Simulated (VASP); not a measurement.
TiN (space group Fm-3m): the measured cell of entry 9008748 of the Crystallography Open Database is

```
TiN
1.0
    0.00000     2.11750     2.11750
    2.11750     0.00000     2.11750
    2.11750     2.11750     0.00000
Ti N
1 1
Direct
  0.00000   0.00000   0.00000
  0.50000   0.50000   0.50000
```

Calculation: SCAN meta-GGA, VASP's PBE PAW potentials (set 64) (plane waves; VASP 6.6.1). Run with 520 eV cut-off, 17×17×17 Γ-centred mesh, tetrahedra with Blöchl corrections, potentials Ti_sv N.

The calculation is for a static lattice at zero pressure; the measurement, whose temperature isn't given here, holds thermal and zero-point expansion. The entry's conditions were not checked, so it may have been measured under pressure.

### Question
How far does the relaxed conventional cell lie from the measured one?

### Answer

|  | measured | computed | difference |
|---|---|---|---|
| a (Å) | 4.235 | 4.235 | +0.0 % |
| V (Å³/atom) | 9.49 | 9.49 | +0.0 % |

The structure comes from a measured TiN entry (Fm-3m) of the Crystallography Open Database, whose conditions weren't checked. The cell was not relaxed at this level. The electron count is odd and the run is not spin-polarised, which forces a metal.
